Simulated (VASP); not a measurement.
```yaml
crystal:
  lattice:
    - [1.36500, -2.36425, 0.00000]
    - [1.36500, 2.36425, 0.00000]
    - [0.00000, 0.00000, 4.32000]
  atoms:
    - { symbol: Os, position: [0.33333, 0.66667, 0.25000] }
    - { symbol: Os, position: [0.66667, 0.33333, 0.75000] }
```

These are PBE GGA, VASP's PBE PAW potentials (set 64) (plane waves; VASP) values and carry that method's errors. Numerical set-up: 400 eV cut-off, 14×14×8 Γ-centred mesh, tetrahedra with Blöchl corrections, potentials Os.

For a metal the tetrahedron method with Blöchl corrections gives inexact stress and forces. Unless said otherwise, spin-orbit coupling is left out, though it shifts the bands of the heavy elements here.

Task: Predict the energy per atom (σ→0), pressure, band gap (on the k-mesh) with the smallest direct gap where there is one.

Result: 
```json
{
  "band gap (on the k-mesh)": "none (metal, semimetal or under 0.01 eV)",
  "energy per atom (σ→0)": "-11.238 eV/atom",
  "pressure": "9.92 GPa"
}
```

Total energies compare only between runs with the same potentials, cut-off and functional.

The compound is Os in the hcp structure. The cell was not relaxed at this level. The run is one of a series of settings (ISMEAR = -5, SIGMA removed against the base run), some of them coarse on purpose.
